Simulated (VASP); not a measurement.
An input for Quantum ESPRESSO's pw.x (written as the equivalent of a VASP run, and not itself run):

```
&CONTROL
  calculation = 'scf'
  pseudo_dir = './pseudo'
  outdir = './out'
  tprnfor = .true.
  tstress = .true.
/
&SYSTEM
  ibrav = 0
  nat = 2
  ntyp = 2
  ecutwfc = 96
  occupations = 'smearing'
  smearing = 'fermi-dirac'
  degauss = 0.009996
  input_dft = 'pbe'
/
&ELECTRONS
  conv_thr = 7.3e-08
  electron_maxstep = 100
/
ATOMIC_SPECIES
  Ti 47.867 Ti.upf
  Co 58.933 Co.upf
CELL_PARAMETERS angstrom
     2.9038280    0.0000000    0.0000000
     0.0000000    2.9038280    0.0000000
     0.0000000    0.0000000    2.9038280
ATOMIC_POSITIONS crystal
  Ti   0.0000000  0.0000000  0.0000000
  Co   0.5000000  0.5000000  0.5000000
K_POINTS automatic
  9 9 9 0 0 0
```

Task: Write the VASP files for the same calculation (PBE).

Result: One answer among several that fit: 
### INCAR
```
ALGO=Normal
EDIFF=1E-6
ENCUT=300
GGA=PE
ISIF=2
ISMEAR=-1
LASPH=T
LCHARG=F
LMAXMIX=4
LREAL=F
LWAVE=F
NELM=100
PREC=Accurate
SIGMA=0.136
SYSTEM=TiCo
```

### KPOINTS
```
Automatic mesh
0
G
 9 9 9
```

**POSCAR**
```
TiCo
1
    2.9038280000     0.0000000000     0.0000000000
    0.0000000000     2.9038280000     0.0000000000
    0.0000000000     0.0000000000     2.9038280000
Ti Co
1 1
Direct
  0.0000000000   0.0000000000   0.0000000000
  0.5000000000   0.5000000000   0.5000000000
```

POTCAR, in this order: Ti_sv Co (PBE.64 set). Program: vasp_std.

Limits of the translation: the potentials are each code's own (VASP's PAW set, PseudoDojo norm-conserving files in pw.x), so ENCUT and ecutwfc are chosen apart and not converted; conv_thr bounds pw.x's estimated SCF error, while EDIFF bounds the energy change between steps.

The structure is a typed TiCo crystal (Pm-3m). The cell was not relaxed at this level, and its volume differs by -5.9 % from the start's.
